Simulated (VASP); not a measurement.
The system is PtSe2.

```
Pt Se
1.0
     3.71731    0.00000    0.00000
    -1.85865    3.21928    0.00000
     0.00000    0.00000    5.82007
Pt Se
1 2
Direct
  0.00000 0.00000 0.00000
  0.66667 0.33333 0.77461
  0.33333 0.66667 0.22539
```

The cell is a database's computed one.

| Property | Result |
| --- | --- |
| Program | VASP 6.6.1 |
| Task | relaxation of cell and atoms |
| Functional | PBEsol |
| Potentials or basis | VASP PAW PBE potentials, release 64 (Pt, Se) |
| Cutoff | 300 eV |
| k mesh | 9 × 9 × 6 |
| Occupations | gaussian, width 0.02 eV |
| Spin | no spin polarisation |

At the start: pressure -1.9 GPa; volume 23.22 Å³/atom.

Q: How do energy, volume and symmetry change on relaxing?

A: Over 42 steps the energy falls by 27.9 meV/atom and the volume is 19.80 Å³/atom (-14.7 %); space group P-3m1 (No. 164, to 0.05 Å).

Step by step:
| step | energy change (eV) | largest force (eV/Å) | pressure (GPa) | volume (Å³) |
| --- | --- | --- | --- | --- |
| 1 | 0.0000 | 0.2152 | -1.94 | 69.65 |
| 3 | -0.0080 | 0.0464 | 0.02 | 68.53 |
| 5 | -0.0144 | 0.1506 | -0.20 | 67.98 |
| 7 | -0.0151 | 0.2033 | -0.29 | 67.71 |
| 9 | -0.0221 | 0.2156 | -0.28 | 66.77 |
| 11 | -0.0547 | 0.3431 | 0.38 | 62.50 |
| 13 | -0.0621 | 0.4831 | 1.59 | 60.42 |
| 15 | -0.0627 | 0.4784 | 2.23 | 59.16 |
| 17 | -0.0669 | 0.3679 | 1.72 | 58.78 |
| 19 | -0.0678 | 0.3049 | 1.37 | 58.50 |
| 21 | -0.0728 | 0.2437 | 0.72 | 58.96 |
| 23 | -0.0745 | 0.0265 | -1.98 | 61.05 |
| 25 | -0.0794 | 0.0952 | -0.62 | 60.08 |
| 27 | -0.0824 | 0.1060 | 0.22 | 59.94 |
| 29 | -0.0828 | 0.0314 | -0.24 | 60.08 |
| 31 | -0.0831 | 0.0226 | 0.02 | 59.88 |
| 33 | -0.0833 | 0.0082 | -0.03 | 59.83 |
| 35 | -0.0836 | 0.0284 | -0.20 | 59.69 |
| 37 | -0.0836 | 0.0000 | 0.30 | 59.20 |
| 39 | -0.0838 | 0.0130 | 0.04 | 59.43 |
| 41 | -0.0838 | 0.0062 | 0.01 | 59.41 |
| 42 | -0.0838 | 0.0049 | 0.01 | 59.41 |

Final structure:
```cif
data_structure
_symmetry_space_group_name_H-M 'P 1'
_symmetry_Int_Tables_number 1
_cell_length_a 3.7557
_cell_length_b 3.7557
_cell_length_c 4.8635
_cell_angle_alpha 90.000
_cell_angle_beta 90.000
_cell_angle_gamma 120.000
_cell_volume 59.41
loop_
_atom_site_label
_atom_site_type_symbol
_atom_site_fract_x
_atom_site_fract_y
_atom_site_fract_z
_atom_site_occupancy
Pt1 Pt 0.00000 0.00000 0.00000 1
Se1 Se 0.66667 0.33333 0.73839 1
Se2 Se 0.33333 0.66667 0.26161 1
```

Caveat: the PAW data sets were made with another functional, which shifts forces and pressure a little; this functional lacks dispersion, which binds the layers, so the pressure and a relaxed spacing across them are unreliable.
